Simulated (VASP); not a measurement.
An input for Quantum ESPRESSO's pw.x (written as the equivalent of a VASP run, and not itself run):

```
&CONTROL
  calculation = 'scf'
  pseudo_dir = './pseudo'
  outdir = './out'
  tprnfor = .true.
  tstress = .true.
/
&SYSTEM
  ibrav = 0
  nat = 3
  ntyp = 2
  ecutwfc = 86
  occupations = 'smearing'
  smearing = 'gaussian'
  degauss = 0.003675
  input_dft = 'pbe'
/
&ELECTRONS
  conv_thr = 7.3e-06
  electron_maxstep = 100
/
ATOMIC_SPECIES
  Sn 118.710 Sn.upf
  Se 78.971 Se.upf
CELL_PARAMETERS angstrom
     1.9050000   -3.2995570    0.0000000
     1.9050000    3.2995570    0.0000000
     0.0000000    0.0000000    6.1400000
ATOMIC_POSITIONS crystal
  Sn   0.0000000  0.0000000  0.0000000
  Se   0.3333330  0.6666670  0.2500000
  Se   0.6666670  0.3333330  0.7500000
K_POINTS automatic
  6 6 4 0 0 0
```

Problem. Write the VASP files for the same calculation (PBE).

Solution. Several could match; the one computed here: 
**INCAR**
```
SYSTEM=SnSe2
PREC=Accurate; ENCUT=400; LREAL=.False.
LASPH=.True.
EDIFF=1E-4; NELM=100; ALGO=Normal
LMAXMIX=4
ISMEAR=0; SIGMA=0.05
GGA=PE
ISIF=2
LWAVE=.False.; LCHARG=.False.
```

**KPOINTS**
```
Automatic mesh
0
Gamma
6 6 4
0 0 0
```

File POSCAR:
```
SnSe2
1
    1.9050000000    -3.2995570000     0.0000000000
    1.9050000000     3.2995570000     0.0000000000
    0.0000000000     0.0000000000     6.1400000000
Sn Se
1 2
Direct
  0.0000000000   0.0000000000   0.0000000000
  0.3333330000   0.6666670000   0.2500000000
  0.6666670000   0.3333330000   0.7500000000
```

POTCAR, in this order: Sn_d Se (PBE.64 set). Program: vasp_std.

The two are equivalent in intent, not identical: the potentials are each code's own (VASP's PAW set, PseudoDojo norm-conserving files in pw.x), so ENCUT and ecutwfc are chosen apart and not converted; conv_thr bounds pw.x's estimated SCF error, while EDIFF bounds the energy change between steps.

The compound is SnSe2 in the 1T layered structure. The cell was not relaxed at this level. The run is one of a series of settings (EDIFF = 1E-4 against the base run), some of them coarse on purpose.
